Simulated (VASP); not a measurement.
# BaTiH3 (Pm-3m) in VASP: band structure with PBEsol

Aim: the band structure of BaTiH3 with PBEsol.

Everything below comes from runs of VASP 6.6.1. Logs are shortened: lines on timing, memory, paths and dates and some standing lists are left out, and cuts for length are marked.

### Step 1. The crystal as given

Symmetry: Pm-3m, No. 221, cubic system. Conventional cell: a = 4.021 Å, b = 4.021 Å, c = 4.021 Å, α = 90.00°, β = 90.00°, γ = 90.00°. Ba (site symmetry m-3m) is surrounded by 12 H at 2.84 Å. Ti (site symmetry m-3m) is surrounded by 6 H at 2.01 Å. Around H (site symmetry 4/mmm) lie 2 Ti at 2.01 Å.

The cell was built by a generator and needn't be a form met in nature.

### Step 2. Band structure, PBEsol

Input file INCAR:

```
SYSTEM = BaTiH3
PREC     = Accurate       ! precision mode
ENCUT    = 520            ! plane-wave cutoff, eV
EDIFF    = 1E-7           ! SCF threshold, eV
ISMEAR   = 0              ! smearing method
SIGMA    = 0.03           ! smearing width, eV
LREAL    = .False.        ! projectors in reciprocal space
LASPH    = .True.         ! aspherical terms in the spheres
NELM     = 80             ! most SCF steps
ALGO     = Normal         ! electronic algorithm
ISIF     = 2              ! what is computed and relaxed
LWAVE    = .False.        ! write WAVECAR
LCHARG   = .False.        ! write CHGCAR
LMAXMIX  = 4              ! l up to which the mixer works
GGA      = PS             ! functional
NBANDS   = 20             ! bands
ICORELEVEL= 1
```

Input file KPOINTS:

```
regular mesh
0
Gamma
  8 8 8
  0 0 0
```

Input file POSCAR:

```
BaTiH3                                  
1.0
    4.0210433297      0.0000000000      0.0000000000
   -0.0000000000      4.0210433297      0.0000000000
    0.0000000000     -0.0000000000      4.0210433297
  Ba              Ti              H             
     1     1     3
Direct
     0.5000000000000000    0.5000000000000000    0.5000000000000000
     0.0000000000000000    0.0000000000000000    0.0000000000000000
     0.5000000000000000    0.0000000000000000    0.0000000000000000
     0.0000000000000000    0.5000000000000000    0.0000000000000000
     0.0000000000000000    0.0000000000000000    0.5000000000000000
```

Input file KPOINTS_OPT:

```
explicit points
124
Reciprocal
 0.0000000000  0.0000000000  0.0000000000 1
 0.0000000000  0.0263157895  0.0000000000 1
 0.0000000000  0.0526315789  0.0000000000 1
 0.0000000000  0.0789473684  0.0000000000 1
 0.0000000000  0.1052631579  0.0000000000 1
 0.0000000000  0.1315789474  0.0000000000 1
[... 116 lines left out ...]
 0.5000000000  0.5000000000  0.5000000000 1
 0.0000000000  0.5000000000  0.0000000000 1
```

Potentials or basis: VASP PAW PBE potentials, release 64 (Ba_sv, Ti_sv, H).

Run with:

```
$ cat potpaw_PBE.64/Ba_sv/POTCAR potpaw_PBE.64/Ti_sv/POTCAR potpaw_PBE.64/H/POTCAR > POTCAR
$ mpirun -np 1 vasp_std > vasp.out
```

OUTCAR:

```text
SYSTEM = BaTiH3
   PREC = Accurate
   ENCUT = 520
   EDIFF = 1E-7
   ISMEAR = 0
   LREAL = .False.
   LASPH = .True.
   NELM = 80
   ISIF = 2
   GGA = PS

 ion  position               nearest neighbor table
   1  0.500  0.500  0.500-   2 3.48   2 3.48   2 3.48   2 3.48   2 3.48   2 3.48   2 3.48   2 3.48

   2  0.000  0.000  0.000-   1 3.48   1 3.48   1 3.48   1 3.48   1 3.48   1 3.48   1 3.48   1 3.48

   3  0.500  0.000  0.000-
   4  0.000  0.500  0.000-
   5  0.000  0.000  0.500-

  LATTYP: Found a simple cubic cell.
 ALAT       =     4.0210433297

  Lattice vectors:

 A1 = (   4.0210433297,   0.0000000000,   0.0000000000)
 A2 = (   0.0000000000,   4.0210433297,   0.0000000000)
 A3 = (   0.0000000000,   0.0000000000,   4.0210433297)

Analysis of symmetry for initial positions (statically):
=====================================================================
 Subroutine PRICEL returns:
 Original cell was already a primitive cell.

 Routine SETGRP: Setting up the symmetry group for a
 simple cubic supercell.

 Subroutine GETGRP returns: Found 48 space group operations
 (whereof 48 operations were pure point group operations)
 out of a pool of 48 trial point group operations.

The static configuration has the point symmetry O_h .

Analysis of symmetry for dynamics (positions and initial velocities):
=====================================================================
 Subroutine PRICEL returns:
 Original cell was already a primitive cell.

 Routine SETGRP: Setting up the symmetry group for a
 simple cubic supercell.

 Subroutine GETGRP returns: Found 48 space group operations
 (whereof 48 operations were pure point group operations)
 out of a pool of 48 trial point group operations.

The dynamic configuration has the point symmetry O_h .

 Subroutine INISYM returns: Found 48 space group operations
 (whereof 48 operations are pure point group operations),
 and found     1 'primitive' translations

----------------------------------------------------------------------------------------

                                     Primitive cell

  volume of cell :      65.0154

  direct lattice vectors                    reciprocal lattice vectors
     4.021043330  0.000000000  0.000000000     0.248691675  0.000000000  0.000000000
     0.000000000  4.021043330  0.000000000     0.000000000  0.248691675  0.000000000
     0.000000000  0.000000000  4.021043330     0.000000000  0.000000000  0.248691675

  length of vectors
     4.021043330  4.021043330  4.021043330     0.248691675  0.248691675  0.248691675

  position of ions in fractional coordinates (direct lattice)
     0.500000000  0.500000000  0.500000000
     0.000000000  0.000000000  0.000000000
     0.500000000  0.000000000  0.000000000
     0.000000000  0.500000000  0.000000000
     0.000000000  0.000000000  0.500000000

  ion indices of the primitive-cell ions
   primitive index   ion index
                 1           1
                 2           2
                 3           3
                 4           4
                 5           5

----------------------------------------------------------------------------------------

 KPOINTS: regular mesh

Automatic generation of k-mesh.
 Grid dimensions read from file:
 generate k-points for:    8    8    8

 Generating k-lattice:

  Cartesian coordinates                     Fractional coordinates (reciprocal lattice)
     0.031086459  0.000000000  0.000000000     0.125000000  0.000000000  0.000000000
     0.000000000  0.031086459  0.000000000     0.000000000  0.125000000  0.000000000
     0.000000000  0.000000000  0.031086459     0.000000000  0.000000000  0.125000000

  Length of vectors
     0.031086459  0.031086459  0.031086459

  Shift w.r.t. Gamma in fractional coordinates (k-lattice)
     0.000000000  0.000000000  0.000000000

 Subroutine IBZKPT returns following result:
 ===========================================

 Found     35 irreducible k-points:

 Following reciprocal coordinates:
            Coordinates               Weight
  0.000000  0.000000  0.000000      1.000000
  0.125000  0.000000  0.000000      6.000000
  0.250000  0.000000  0.000000      6.000000
  0.375000  0.000000  0.000000      6.000000
  0.500000  0.000000  0.000000      3.000000
  0.125000  0.125000  0.000000     12.000000
[... 16 lines left out ...]
  0.375000  0.375000  0.125000     24.000000
  0.500000  0.375000  0.125000     24.000000
 [... further k-points ...]
   k-points           NKPTS =     35   k-points in BZ     NKDIM =     35   number of bands    NBANDS=     20
   number of dos      NEDOS =    301   number of ions     NIONS =      5
   total plane-waves  NPLWV =  27000
   dimension x,y,z NGX =    30 NGY =   30 NGZ =   30
   dimension x,y,z NGXF=    60 NGYF=   60 NGZF=   60
   ions per type =               1   1   3
   NGX,Y,Z   is equivalent  to a cutoff of  12.40, 12.40, 12.40 a.u.
   NGXF,Y,Z  is equivalent  to a cutoff of  24.81, 24.81, 24.81 a.u.
 SYSTEM =  BaTiH3
   PREC   = accura    normal or accurate (medium, high low for compatibility)
   ISTART =      0    job   : 0-new  1-cont  2-samecut
   ICHARG =      2    charge: 1-file 2-atom 10-const
   ISPIN  =      1    spin polarized calculation?
   LNONCOLLINEAR =      F non collinear calculations
   LSORBIT =      F    spin-orbit coupling
   LASPH  =      T    aspherical Exc in radial PAW
   ENCUT  =  520.0 eV  38.22 Ry    6.18 a.u.   7.48  7.48  7.48*2*pi/ulx,y,z
   NELM   =     80;   NELMIN=  2; NELMDL= -5     # of ELM steps
   EDIFF  = 0.1E-06   stopping-criterion for ELM
   LREAL  =      F    real-space projection
   EDIFFG = 0.1E-05   stopping-criterion for IOM
   NSW    =      0    number of steps for IOM
   IBRION =     -1    ionic relax: 0-MD 1-quasi-New 2-CG
   NFREE  =      0    steps in history (QN), initial steepest desc. (CG)
   ISIF   =      2    stress and relaxation
   ISYM   =      2    0-nonsym 1-usesym 2-fastsym
   POTIM  = 0.5000    time-step for ionic-motion
   TEBEG  =    0.0;   TEEND  =   0.0 temperature during run
   PSTRESS=    0.0 pullay stress
   NELECT =      25.0000    total number of electrons
   NUPDOWN=      -1.0000    fix difference up-down
   EMIN   =  10.00;   EMAX   =-10.00  energy-range for DOS
   EFERMI =   0.00;   METHOD = LEGACY
   ISMEAR =     0;   SIGMA  =   0.03  broadening in eV -4-tet -1-fermi 0-gaus
   EFERMI_NEDOS =   21; number of points for ismear=-14 and -15
   IALGO  =     38    algorithm
   IMIX   =      4    mixing-type and parameters
     AMIX     =   0.40;   BMIX     =  1.00
     AMIX_MAG =   1.60;   BMIX_MAG =  1.00
  volume/ion in A,a.u.               =      13.00        87.75
  Fermi-wavevector in a.u.,A,eV,Ry     =   1.190463  2.249650 19.282222  1.417203
  Thomas-Fermi vector in A             =   2.326548
   LORBIT       =      0    0 simple, 1 ext, 2 COOP (PROOUT), +10 PAW based schemes
   GGA     = PS    functional components
   LHFCALC =     F    Hartree Fock is set to
   AEXX    =    0.0000 exact exchange contribution
   IVDW    =     0    specifies the selected vdW correction
   LEPSILON=     F    determine dielectric tensor
   LRPA    =     F    only Hartree local field effects (RPA)
 non-spin polarized calculation
 Gauss-broadening in eV      SIGMA  =   0.03
  energy-cutoff  :      520.00
  volume of cell :       65.02
 maximum number of plane-waves:      1775
 NGX is ok and might be reduce to    30
   NGX = 15   NGY = 15   NGZ = 15

 number of electron      24.9999991 magnetization

 Free energy of the ion-electron system (eV)
  ---------------------------------------------------
  ext. energy  EPLUGINS =         0.00000000
  ---------------------------------------------------
  free energy    TOTEN  =       -21.33346530 eV

  energy without entropy =      -21.32623687  energy(sigma->0) =      -21.32985109

 the core state eigenenergies are
   1-  1s -37238.7399  2s  -5876.2115  2p  -5267.4203  3s  -1231.7469  3p  -1036.6805
       3d   -753.6322  4s   -232.8876  4p   -169.9943  4d    -78.7326
   2-  1s  -4858.6348  2s   -526.8439  2p   -434.1718
   3-
   4-
   5-

 E-fermi :   4.7169     XC(G=0): -10.1337

 val. band max:        4.7156890089   @ k =   0.5000   0.2500   0.2500
 cond. band min:       4.7187670650   @ k =   0.5000   0.2500   0.1250
 fundamental gap:      0.0030780561
 Fermi energy:         4.7168620422

 k-point     1 :       0.0000    0.0000    0.0000
  band No.  band energies     occupation
      1     -52.1245      2.00000
      2     -28.5246      2.00000
      3     -28.5246      2.00000
      4     -28.5246      2.00000
      5     -23.1615      2.00000
      6      -8.1820      2.00000
[... 12 lines left out ...]
     19       9.4763      0.00000
     20      10.5074      0.00000

 k-point     2 :       0.1250    0.0000    0.0000
  band No.  band energies     occupation
      1     -52.1244      2.00000
      2     -28.5282      2.00000
      3     -28.5244      2.00000
      4     -28.5244      2.00000
      5     -23.1517      2.00000
      6      -8.3532      2.00000
[... 12 lines left out ...]
     19       8.7222      0.00000
     20      10.2400      0.00000
[... 208 lines left out ...]
 k-point    12 :       0.5000    0.2500    0.0000
  band No.  band energies     occupation
      1     -52.1233      2.00000
      2     -28.5474      2.00000
      3     -28.5346      2.00000
      4     -28.5227      2.00000
      5     -23.0684      2.00000
      6      -9.0378      2.00000
[... 12 lines left out ...]
     19       9.5895      0.00000
     20       9.6854      0.00000

 k-point    13 :       0.3750    0.3750    0.0000
  band No.  band energies     occupation
      1     -52.1231      2.00000
      2     -28.5432      2.00000
      3     -28.5427      2.00000
      4     -28.5224      2.00000
      5     -23.0581      2.00000
      6      -8.8604      2.00000
      7      -8.8031      2.00000

------------------------ aborting loop because EDIFF is reached ----------------------------------------

  FORCE on cell =-STRESS in cart. coord.  units (eV):
  Direction    XX          YY          ZZ          XY          YZ          ZX
  --------------------------------------------------------------------------------------
  -------------------------------------------------------------------------------------
  Total        0.0062519      0.0062519      0.0062519      0.0000000      0.0000000     -0.0000000
  in kB        0.1540660      0.1540660      0.1540660      0.0000000      0.0000000     -0.0000000
  external PRESSURE =       0.1540660 kB  Pullay stress =       0.0000000 kB

 VOLUME and BASIS-vectors are now :
 -----------------------------------------------------------------------------
  energy-cutoff  :      520.00
  volume of cell :       65.02
      direct lattice vectors                 reciprocal lattice vectors
     4.021043330  0.000000000  0.000000000     0.248691675  0.000000000  0.000000000
     0.000000000  4.021043330  0.000000000     0.000000000  0.248691675  0.000000000
     0.000000000  0.000000000  4.021043330     0.000000000  0.000000000  0.248691675

 POSITION                                       TOTAL-FORCE (eV/Angst)
 -----------------------------------------------------------------------------------
      2.01052      2.01052      2.01052         0.000000      0.000000      0.000000
      0.00000      0.00000      0.00000         0.000000      0.000000      0.000000
      2.01052      0.00000      0.00000         0.000000      0.000000      0.000000
      0.00000      2.01052      0.00000         0.000000      0.000000      0.000000
      0.00000      0.00000      2.01052         0.000000      0.000000      0.000000
 -----------------------------------------------------------------------------------
    total drift:                                0.000000     -0.000000     -0.000000

  FREE ENERGIE OF THE ION-ELECTRON SYSTEM (eV)
  ---------------------------------------------------
  free  energy   TOTEN  =       -21.3334653038 eV

  energy  without entropy=      -21.3262368667  energy(sigma->0) =      -21.32985109
```

It took 83 s on 1 thread of Intel Xeon Platinum 8488C (Sapphire Rapids), shared host; peak memory 0.23 GiB.

What came out:

| Item | Value |
| --- | --- |
| Free energy | -21.3335 eV |
| Pressure | 0.0 GPa |
| Band gap along the path | none (metal or under the smearing width) |

Levels at the corners of the path, in eV from the Fermi level:
| point | band 8 | band 9 | band 10 | band 11 | band 12 | band 13 | band 14 | band 15 |
| --- | --- | --- | --- | --- | --- | --- | --- | --- |
| Γ | -12.90 | -7.60 | -5.08 | -5.08 | 0.58 | 0.58 | 0.58 | 2.43 |
| X | -12.83 | -5.25 | -5.14 | -4.56 | 0.51 | 0.51 | 0.61 | 0.87 |
| X | -12.83 | -5.25 | -5.14 | -4.56 | 0.51 | 0.51 | 0.61 | 0.87 |
| M | -12.74 | -6.16 | -3.60 | -3.60 | -1.56 | -0.43 | -0.43 | 0.77 |
| M | -12.74 | -6.16 | -3.60 | -3.60 | -1.56 | -0.43 | -0.43 | 0.77 |
| Γ | -12.90 | -7.60 | -5.08 | -5.08 | 0.58 | 0.58 | 0.58 | 2.43 |
| Γ | -12.90 | -7.60 | -5.08 | -5.08 | 0.58 | 0.58 | 0.58 | 2.43 |
| R | -13.46 | -4.93 | -4.93 | -4.93 | 0.15 | 0.15 | 0.15 | 1.00 |
| R | -13.46 | -4.93 | -4.93 | -4.93 | 0.15 | 0.15 | 0.15 | 1.00 |
| X | -12.83 | -5.25 | -5.14 | -4.56 | 0.51 | 0.51 | 0.61 | 0.87 |
| M | -12.74 | -6.16 | -3.60 | -3.60 | -1.56 | -0.43 | -0.43 | 0.77 |
| R | -13.46 | -4.93 | -4.93 | -4.93 | 0.15 | 0.15 | 0.15 | 1.00 |

Caveat: the PAW data sets were made with another functional, which shifts forces and pressure a little; spin-orbit coupling is left out, which moves the levels of the heavy elements.
